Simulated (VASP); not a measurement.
Data:

```
CELL_PARAMETERS angstrom
      5.55138     0.00000     0.00000
      0.00000     5.55138     0.00000
      0.00000     0.00000     5.55138
ATOMIC_POSITIONS crystal
  Be 0.01050 0.98950 0.98950
  Be 0.48950 0.51050 0.98950
  Be 0.48950 0.98950 0.51050
  Be 0.01050 0.51050 0.51050
  Te 0.25000 0.25000 0.25000
  Te 0.75000 0.75000 0.25000
  Te 0.75000 0.25000 0.75000
  Se 0.25000 0.75000 0.75000
```

Computed with HSE06 screened hybrid, VASP's PBE PAW potentials (set 64) (plane waves; VASP 6.6.1). Numerical set-up: 400 eV cut-off, 4×4×4 Γ-centred mesh, Gaussian smearing of 0.050 eV, potentials Be Te Se.

Task: Give the stress tensor in GPa (positive for a compressed cell).

Result: 
```
-1.44   0.00   0.00
 0.00  -1.44   0.00
 0.00   0.00  -1.44
```
The pressure is its mean diagonal, -1.44 GPa.

The structure was generated: Be4SeTe3 was put into an ordered model structure (P-43m), which need not be its known phase. It was relaxed first. The cell's shape comes from a PBE relaxation.
